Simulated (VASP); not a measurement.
Write the native input for VASP 6.6.1 that does the following.

- Task: relaxation of cell and atoms
- Functional: PBE
- Potentials or basis: VASP PAW PBE potentials, release 64 (Zn, B)
- Cutoff: 600 eV
- k mesh: 16 × 16 × 16
- Occupations: gaussian, width 0.1 eV
- Spin: no spin polarisation
- Dipole correction: no
- Further INCAR settings: ALGO = Normal; EDIFF = 1e-06; IBRION = 2; EDIFFG = -0.01; NSW = 100; ISIF = 3

The structure of Zn2B lies in POSCAR:

```
Zn2B
1.0
    0.0000000000      2.6454066627      2.6454066627
    2.6454066627      0.0000000000      2.6454066627
    2.6454066627      2.6454066627      0.0000000000
Zn B
2 1
Direct
    0.2500000000      0.2500000000      0.2500000000
    0.7500000000      0.7500000000      0.7500000000
    0.5000000000      0.5000000000      0.5000000000
```

The cell was built by a generator and needn't be a form met in nature.

The cell isn't the ideal one: random cell by space group and Wyckoff sites (Fm-3m, No. 225).

One way to write it, as run:

INCAR

```
PREC     = Accurate       # precision mode
ENCUT    = 600            # plane-wave cutoff, eV
EDIFF    = 1E-6           # SCF threshold, eV
ISMEAR   = 0              # smearing method
SIGMA    = 0.1            # smearing width, eV
LREAL    = F              # projectors in reciprocal space
LASPH    = T              # aspherical terms in the spheres
NELM     = 80             # most SCF steps
ALGO     = Normal         # electronic algorithm
ISIF     = 3              # what is computed and relaxed
LWAVE    = F              # write WAVECAR
LCHARG   = F              # write CHGCAR
GGA      = PE             # functional
IBRION   = 2              # ionic algorithm
NSW      = 100            # ionic steps
EDIFFG   = -0.01          # ionic threshold
```

KPOINTS

```
Automatic mesh
0
Gamma
  16 16 16
```

Potentials or basis: VASP PAW PBE potentials, release 64 (Zn, B).

The run is started by

```bash
$ cat potpaw_PBE.64/Zn/POTCAR potpaw_PBE.64/B/POTCAR > POTCAR
$ mpirun -np 1 vasp_std > vasp.out
```

It gave:

| Item | Value |
| --- | --- |
| Relaxed volume | 12.39 Å³/atom |
| Relaxed cell | a = 3.746 Å, b = 3.746 Å, c = 3.746 Å, α = 60.00°, β = 60.00°, γ = 60.00° |
| Space group after relaxing (to 0.05 Å) | Fm-3m (No. 225) |
| Energy gained by relaxing | 0.1 meV/atom |
| Ionic steps | 3 |
| Pressure after relaxing | 0.0 GPa |
| Band gap on the k mesh | none (metal or under the smearing width) |

It took 4.5 min on 1 thread of Intel(R) Xeon(R) Platinum 8488C (Sapphire Rapids) (shared host), peak memory 0.25 GiB.
